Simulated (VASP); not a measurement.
Method: PW91 GGA, VASP's PBE PAW potentials (set 64) (plane waves; VASP 6.6.1).

VASP ran on this input.

### INCAR
```
SYSTEM = Rb
PREC = Accurate; ENCUT = 520; LREAL = .FALSE.
LASPH = .TRUE.
EDIFF = 1E-7; NELM = 100; ALGO = Normal
LMAXMIX = 4
ISMEAR = 1; SIGMA = 0.1
GGA = 91
ISIF = 2
LWAVE = .FALSE.; LCHARG = .FALSE.
```

KPOINTS:
```
Automatic mesh
0
Gamma
9 9 9
0 0 0
```

### POSCAR
```
Rb
1
   -2.8050565268     2.8050565268     2.8050565268
    2.8050565268    -2.8050565268     2.8050565268
    2.8050565268     2.8050565268    -2.8050565268
Rb
1
Direct
  0.0000000000   0.0000000000   0.0000000000
```

POTCAR, in this order: Rb_sv (PBE.64 set). Program: vasp_std.

Output of the run:

OUTCAR:
```
 ion  position               nearest neighbor table
   1  0.000  0.000  0.000-
  LATTYP: Found a body centered cubic cell.
 ALAT       =     5.6101130536
 Subroutine PRICEL returns:
 Original cell was already a primitive cell.
 Subroutine GETGRP returns: Found 48 space group operations
The static configuration has the point symmetry O_h .
The dynamic configuration has the point symmetry O_h .
 Subroutine INISYM returns: Found 48 space group operations
 Subroutine IBZKPT returns following result:
 Found     35 irreducible k-points:

 Following reciprocal coordinates:
            Coordinates               Weight
  0.000000  0.000000  0.000000      1.000000
  0.111111  0.000000  0.000000     12.000000
  0.222222  0.000000  0.000000     12.000000
  0.333333  0.000000  0.000000     12.000000
  0.444444  0.000000  0.000000     12.000000
  0.111111  0.111111  0.000000     24.000000
  0.222222  0.111111 -0.000000     48.000000
  0.333333  0.111111  0.000000     48.000000
  0.444444  0.111111 -0.000000     24.000000
  0.222222  0.222222  0.000000     24.000000
  0.333333  0.222222  0.000000     48.000000
  0.333333  0.333333  0.000000      8.000000
  0.111111  0.111111  0.111111      8.000000
  0.222222  0.111111  0.111111     24.000000
  0.333333  0.111111  0.111111     24.000000
 -0.111111  0.111111  0.111111      6.000000
  0.222222  0.222222  0.111111     24.000000
  0.333333  0.222222  0.111111     24.000000
 -0.222222  0.222222  0.111111     24.000000
 -0.333333  0.333333  0.111111     24.000000
 -0.222222  0.333333  0.111111     24.000000
 -0.444444  0.444444  0.111111     24.000000
 -0.333333  0.444444  0.111111     48.000000
 -0.444444 -0.444444  0.111111     24.000000
 -0.333333 -0.444444  0.111111     24.000000
...
```

### OSZICAR
```
       N       E                     dE             d eps       ncg     rms          rms(c)
DAV:   1     0.446313823130E+02    0.44631E+02   -0.34466E+03   560   0.829E+02
DAV:   2     0.153500309794E+01   -0.43096E+02   -0.42628E+02   616   0.139E+02
DAV:   3    -0.874513254458E+00   -0.24095E+01   -0.24081E+01   760   0.377E+01
DAV:   4    -0.938103007711E+00   -0.63590E-01   -0.63581E-01   848   0.526E+00
DAV:   5    -0.940284425370E+00   -0.21814E-02   -0.21779E-02   920   0.529E-01    0.105E+00
DAV:   6    -0.940192461399E+00    0.91964E-04   -0.24860E-03   848   0.354E-01    0.632E-01
DAV:   7    -0.941039711038E+00   -0.84725E-03   -0.46615E-03   736   0.480E-01    0.515E-02
DAV:   8    -0.941235805903E+00   -0.19609E-03   -0.28774E-04   768   0.154E-01    0.141E-02
DAV:   9    -0.941250767823E+00   -0.14962E-04   -0.18478E-05   840   0.300E-02    0.519E-03
DAV:  10    -0.941252318885E+00   -0.15511E-05   -0.42908E-06   784   0.135E-02    0.735E-04
DAV:  11    -0.941252443130E+00   -0.12425E-06   -0.18141E-07   832   0.326E-03    0.300E-04
DAV:  12    -0.941252432798E+00    0.10333E-07   -0.29301E-08   600   0.104E-03
   1 F= -.94125243E+00 E0= -.94090729E+00  d E =-.103544E-02
```

File OUTCAR:
```
------------------------ aborting loop because EDIFF is reached ----------------------------------------
  FORCE on cell =-STRESS in cart. coord.  units (eV):
  Direction    XX          YY          ZZ          XY          YZ          ZX
  --------------------------------------------------------------------------------------
  Total        0.0425764      0.0425764      0.0425764     -0.0000000     -0.0000000      0.0000000
  in kB        0.7726710      0.7726710      0.7726710     -0.0000000     -0.0000000      0.0000000
  external PRESSURE =       0.7726710 kB  Pullay stress =       0.0000000 kB
  volume of cell :       88.28
      direct lattice vectors                 reciprocal lattice vectors
    -2.805056527  2.805056527  2.805056527     0.000000000  0.178249527  0.178249527
     2.805056527 -2.805056527  2.805056527     0.178249527  0.000000000  0.178249527
     2.805056527  2.805056527 -2.805056527     0.178249527  0.178249527  0.000000000
 POSITION                                       TOTAL-FORCE (eV/Angst)
 -----------------------------------------------------------------------------------
      0.00000      0.00000      0.00000        -0.000000      0.000000     -0.000000
 -----------------------------------------------------------------------------------
    total drift:                               -0.000000      0.000000      0.000000
  FREE ENERGIE OF THE ION-ELECTRON SYSTEM (eV)
  ---------------------------------------------------
  free  energy   TOTEN  =        -0.9412524328 eV

  energy  without entropy=       -0.9402169924  energy(sigma->0) =       -0.94090729
```
(Selected blocks of OUTCAR.)

### OUTCAR
```
 val. band max:        0.0264888950   @ k =  -0.3333   0.4444   0.1111

 cond. band min:       0.0669065934   @ k =   0.4444   0.0000   0.0000


 Fermi energy:         0.0655376010

 k-point     1 :       0.0000    0.0000    0.0000
  band No.  band energies     occupation
      1     -28.7944      2.00000
      2     -12.8874      2.00000
      3     -12.8874      2.00000
      4     -12.8874      2.00000
      5      -1.9384      2.00000
      6       3.7481      0.00000
      7       3.7481      0.00000
      8       3.7481      0.00000

 k-point     2 :       0.1111    0.0000    0.0000
  band No.  band energies     occupation
      1     -28.7938      2.00000
      2     -12.9001      2.00000
      3     -12.8915      2.00000
      4     -12.8874      2.00000
      5      -1.7889      2.00000
      6       3.5073      0.00000
      7       3.5520      0.00000
      8       3.8874      0.00000

 k-point     3 :       0.2222    0.0000    0.0000
  band No.  band energies     occupation
      1     -28.7923      2.00000
      2     -12.9319      2.00000
      3     -12.9020      2.00000
      4     -12.8874      2.00000
      5      -1.3582      2.00000
      6       2.7535      0.00000
      7       3.1711      0.00000
      8       4.2973      0.00000

 k-point     4 :       0.3333    0.0000    0.0000
  band No.  band energies     occupation
      1     -28.7907      2.00000
      2     -12.9674      2.00000
      3     -12.9139      2.00000
      4     -12.8874      2.00000
      5      -0.7002      2.00000
      6       1.9126     -0.00000
      7       2.8444      0.00000
      8       4.5614      0.00000

 k-point     5 :       0.4444    0.0000    0.0000
  band No.  band energies     occupation
      1     -28.7896      2.00000
      2     -12.9902      2.00000
      3     -12.9216      2.00000
      4     -12.8874      2.00000
      5       0.0669      0.97683
      6       1.1137     -0.00000
      7       2.6665      0.00000
...
```

The compound is Rb in the bcc structure. This cell is one point of a volume scan, at 0.97 of the reference volume.
